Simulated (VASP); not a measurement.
An input for Ansatz (written as the equivalent of a VASP run, and not itself run):

Ansatz 0.2 input:
```yaml
crystal:
  lattice:
    - [3.7498600, 0.0000000, 0.0000000]
    - [0.0000000, 3.7498600, 0.0000000]
    - [0.0000000, 0.0000000, 3.7498600]
  atoms:
    - { symbol: Cu, position: [0.0000000, 0.0000000, 0.5000000] }
    - { symbol: Cu, position: [0.5000000, 0.0000000, 0.0000000] }
    - { symbol: Cu, position: [0.0000000, 0.5000000, 0.0000000] }
    - { symbol: N, position: [0.0000000, 0.0000000, 0.0000000] }
kpoints:
  mp_grid: { grid: [3, 3, 3] }
hamiltonian:
  xc: pbe
  pseudopotentials: { kind: paw }
scf:
  occupations: { method: fermi_dirac, width: 0.136 }
  max_iter: 100
output: { forces: true, stress: true, eigenvalues: true }
```

Write the VASP files for the same calculation (PBE).

This is not unique; one that fits is 
### INCAR
```
ALGO  =  Normal
EDIFF  =  1E-6
ENCUT  =  400
GGA  =  PE
ISIF  =  2
ISMEAR  =  -1
LASPH  =  .TRUE.
LCHARG  =  .FALSE.
LMAXMIX  =  4
LREAL  =  .FALSE.
LWAVE  =  .FALSE.
NELM  =  100
PREC  =  Accurate
SIGMA  =  0.136
SYSTEM  =  Cu3N
```

**POSCAR**
```
Cu3N
3.749860
  1.0000000000   0.0000000000   0.0000000000
  0.0000000000   1.0000000000   0.0000000000
  0.0000000000   0.0000000000   1.0000000000
Cu N
3 1
Cartesian
  0.0000000000   0.0000000000   0.5000000000
  0.5000000000   0.0000000000   0.0000000000
  0.0000000000   0.5000000000   0.0000000000
  0.0000000000   0.0000000000   0.0000000000
```

**KPOINTS**
```
Automatic mesh
0
Gamma
3 3 3
0 0 0
```

POTCAR, in this order: Cu N (PBE.64 set). Program: vasp_std.

The two are equivalent in intent, not identical: each code has its own PAW files, so the cut-off isn't converted (ENCUT is set for VASP's; basis.ecutwfc is left out, and Ansatz then takes the one that its files recommend); Ansatz stops its SCF on the density residual and VASP on the energy change (EDIFF).

The structure comes from a computed database's Cu3N entry; how it stands against other phases isn't given here. The cell was not relaxed at this level. The k-mesh is coarse (spacing up to 0.56 per Å, 2π included), so the numbers may not be converged in it. The run is one of a series of settings (KPOINTS 3×3×3 Γ-centred mesh against the base run), some of them coarse on purpose.
